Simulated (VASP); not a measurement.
Here is the system:

```
Fe
1.0
   -1.39150     1.39150     1.39150
    1.39150    -1.39150     1.39150
    1.39150     1.39150    -1.39150
Fe
1
Direct
  0.00000   0.00000   0.00000
```
Starting moments (μB, in the order of the record's atoms Fe): 2.1.

Computed with PBEsol GGA, VASP's PBE PAW potentials (set 64) (plane waves; VASP). Numerical set-up: 480 eV cut-off, 16×16×16 Γ-centred mesh, first-order Methfessel-Paxton smearing of 0.10 eV, potentials Fe.

Stress in GPa, positive for a compressed cell; the cube axes lie along x, y and z, and the ions stay on their sites.

| strain | σxx | σyy | σzz |
|---|---|---|---|
| none | 0.53 | 0.53 | 0.53 |
| εxx = +0.5 %, εyy = +0.5 %, εzz = +0.5 % | -2.75 | -2.75 | -2.75 |
| εxx = -1.0 % | 4.17 | 2.26 | 2.26 |
| εxx = -0.5 %, εyy = -0.5 % | 3.20 | 3.20 | 2.27 |

**Question.** Fit C11 and C12 to these rows, and predict the stress for εxx = +4.0 %, εyy = +4.0 %, εzz = +4.0 %.

**Answer.** Least squares on Δσ_i = −C11 ε_i − C12 (ε_j + ε_k) over all components shown gives C11 = 354 GPa and C12 = 164 GPa, and so σxx, σyy, σzz = -26.71, -26.71, -26.71 GPa. The run gave -19.10, -19.10, -19.10 GPa; the difference holds the non-linear terms and numerical noise.

Left out are shears, moved atoms, failed runs and, from the fit, strains over 2.5 %.

The compound is Fe in the bcc structure. The spin order is the one that the start imposed; others were not tried in this run.
